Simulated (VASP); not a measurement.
VASP ran on this input.

INCAR:
```
# general
SYSTEM =HgTe
PREC   =Accurate
ENCUT  =500
LREAL  =.FALSE.
LASPH  =.TRUE.

# electronic loop
EDIFF  =1E-6
NELM   =100
ALGO   =Normal
LMAXMIX=6

# smearing
ISMEAR =1
SIGMA  =0.1

# functional
GGA    =PE

# ions
IBRION =2
NSW    =40
ISIF   =3
EDIFFG =-0.02
PSTRESS=100

# output
LWAVE  =.FALSE.
LCHARG =.FALSE.
```

KPOINTS:
```
Automatic mesh
0
Gamma
10 10 10
0 0 0
```

### POSCAR
```
HgTe
1
    0.0000000000     3.2077206841     3.2077206841
    3.2077206841     0.0000000000     3.2077206841
    3.2077206841     3.2077206841     0.0000000000
Hg Te
1 1
Direct
  0.0000000000   0.0000000000   0.0000000000
  0.2500000000   0.2500000000   0.2500000000
```

POTCAR, in this order: Hg Te (PBE.64 set). Program: vasp_std.

Task: Translate this PBE calculation to Ansatz.

Result: One equivalent input (not run):
Ansatz 0.2 input:
```yaml
crystal:
  lattice:
    - [0.0000000, 3.2077207, 3.2077207]
    - [3.2077207, 0.0000000, 3.2077207]
    - [3.2077207, 3.2077207, 0.0000000]
  atoms:
    - { symbol: Hg, position: [0.0000000, 0.0000000, 0.0000000] }
    - { symbol: Te, position: [0.2500000, 0.2500000, 0.2500000] }
kpoints:
  mp_grid: { grid: [10, 10, 10] }
hamiltonian:
  xc: pbe
  pseudopotentials: { kind: paw }
scf:
  occupations: { method: methfessel_paxton, width: 0.1 }
  max_iter: 100
relax:
  max_steps: 40
  f_tol: 0.02
  cell: { p_target: 10 }
output: { forces: true, stress: true, eigenvalues: true }
```
What does not carry over: each code has its own PAW files, so the cut-off isn't converted (ENCUT is set for VASP's; basis.ecutwfc is left out, and Ansatz then takes the one that its files recommend); Ansatz stops its SCF on the density residual and VASP on the energy change (EDIFF).

The compound is HgTe in the zinc blende structure. This run relaxes it under an external pressure of 10 GPa. Symmetry was kept, so distortions that lower it aren't found.
